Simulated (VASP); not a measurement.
All values below come from PBEsol GGA, VASP's PBE PAW potentials (set 64) (plane waves; VASP).

A VASP calculation is set up with these files.

**POSCAR**
```
Ta2O5
1
   -2.6255739927     2.6255739927     4.7931064561
    2.6255739927    -2.6255739927     4.7931064561
    2.6255739927     2.6255739927    -4.7931064561
Ta O
2 5
Direct
  0.1968487398   0.1968487398   0.0000000000
  0.8031512602   0.8031512602   0.0000000000
  0.0000000000   0.0000000000   0.0000000000
  0.5000000000   0.0000000000   0.0000000000
  0.0000000000   0.0000000000   0.5000000000
  0.0000000000   0.5000000000   0.0000000000
  0.5000000000   0.5000000000   0.5000000000
```

**KPOINTS**
```
k-points along high-symmetry lines
10
Line-mode
Reciprocal
  0.000000   0.000000   0.000000 ! GAMMA
  0.000000   0.000000   0.500000 ! X

  0.000000   0.000000   0.500000 ! X
  0.250000   0.250000   0.250000 ! P

  0.250000   0.250000   0.250000 ! P
  0.000000   0.500000   0.000000 ! N

  0.000000   0.500000   0.000000 ! N
  0.000000   0.000000   0.000000 ! GAMMA

  0.000000   0.000000   0.000000 ! GAMMA
  0.500000   0.500000  -0.500000 ! M

  0.500000   0.500000  -0.500000 ! M
  0.326505   0.673495  -0.326505 ! S

 -0.326505   0.326505   0.326505 ! S_0
  0.000000   0.000000   0.000000 ! GAMMA

  0.000000   0.000000   0.500000 ! X
 -0.153009   0.153009   0.500000 ! R

  0.500000   0.500000  -0.153009 ! G
  0.500000   0.500000  -0.500000 ! M
```

**INCAR**
```
# general
SYSTEM  = Ta2O5
PREC    = Accurate
ENCUT   = 520
LREAL   = .FALSE.
LASPH   = .TRUE.
ICHARG  = 11

# electronic loop
EDIFF   = 1E-7
NELM    = 100
ALGO    = Normal
LMAXMIX = 6

# smearing
ISMEAR  = 0
SIGMA   = 0.05

# functional
GGA     = PS

# output
LWAVE   = .FALSE.
LCHARG  = .FALSE.
LORBIT  = 11
```

POTCAR, in this order: Ta_pv O (PBE.64 set). Program: vasp_std. Read from the step before: CHGCAR.

Output

OSZICAR:
```
       N       E                     dE             d eps       ncg     rms          rms(c)
DAV:   1     0.437803501264E+03    0.43780E+03   -0.28330E+04  5836   0.158E+03
DAV:   2    -0.366915337555E+02   -0.47450E+03   -0.46400E+03  7019   0.406E+02
DAV:   3    -0.685098212019E+02   -0.31818E+02   -0.31171E+02  6711   0.101E+02
DAV:   4    -0.692984194622E+02   -0.78860E+00   -0.78652E+00  7110   0.163E+01
DAV:   5    -0.693171100813E+02   -0.18691E-01   -0.18684E-01  6969   0.227E+00
DAV:   6    -0.693177272052E+02   -0.61712E-03   -0.61705E-03  7409   0.381E-01
DAV:   7    -0.693177419783E+02   -0.14773E-04   -0.14772E-04  7076   0.556E-02
DAV:   8    -0.693177426442E+02   -0.66588E-06   -0.66586E-06  7099   0.979E-03
DAV:   9    -0.693177426750E+02   -0.30830E-07   -0.30843E-07  4954   0.182E-03
   1 F= -.69317743E+02 E0= -.69317743E+02  d E =-.482336E-12
```

### OUTCAR
```
 val. band max:       -0.1723620595   @ k =   0.0000   0.0000   0.0000

 cond. band min:       1.4182917892   @ k =   0.0000   0.0000   0.0000



 k-point     1 :       0.0000    0.0000    0.0000
  band No.  band energies     occupation
      1     -35.4404      2.00000
      2     -35.3330      2.00000
      3     -35.1898      2.00000
      4     -35.1898      2.00000
      5     -35.0757      2.00000
      6     -35.0757      2.00000
      7     -18.8017      2.00000
      8     -18.1169      2.00000
      9     -17.6366      2.00000
     10     -16.6853      2.00000
     11     -16.6853      2.00000
     12      -6.5674      2.00000
     13      -6.4655      2.00000
     14      -6.3899      2.00000
     15      -5.6226      2.00000
     16      -5.4739      2.00000
     17      -5.4739      2.00000
     18      -3.4327      2.00000
     19      -3.3896      2.00000
     20      -3.3896      2.00000
     21      -2.1823      2.00000
     22      -2.1823      2.00000
     23      -1.6553      2.00000
     24      -1.3493      2.00000
     25      -1.3493      2.00000
     26      -0.1724      2.00000
     27       1.4183      0.00000
     28       1.7222      0.00000
     29       1.7222      0.00000
     30       2.4017      0.00000
     31       4.0629      0.00000

 k-point     2 :       0.0000    0.0000    0.0556
  band No.  band energies     occupation
      1     -35.4403      2.00000
      2     -35.3333      2.00000
      3     -35.1900      2.00000
      4     -35.1859      2.00000
      5     -35.0793      2.00000
      6     -35.0755      2.00000
      7     -18.7943      2.00000
      8     -18.1036      2.00000
      9     -17.6238      2.00000
     10     -16.7302      2.00000
     11     -16.6869      2.00000
     12      -6.5349      2.00000
     13      -6.4608      2.00000
     14      -6.3326      2.00000
     15      -5.5855      2.00000
     16      -5.4742      2.00000
     17      -5.4586      2.00000
     18      -3.4420      2.00000
...
```

The density is held fixed in this step, so its total energy and stress have no physical meaning. Unless said otherwise, spin-orbit coupling is left out, though it shifts the bands of the heavy elements here.

The structure comes from a computed database's Ta2O5 entry (I4/mmm); how it stands against other phases isn't given here. It was relaxed first.
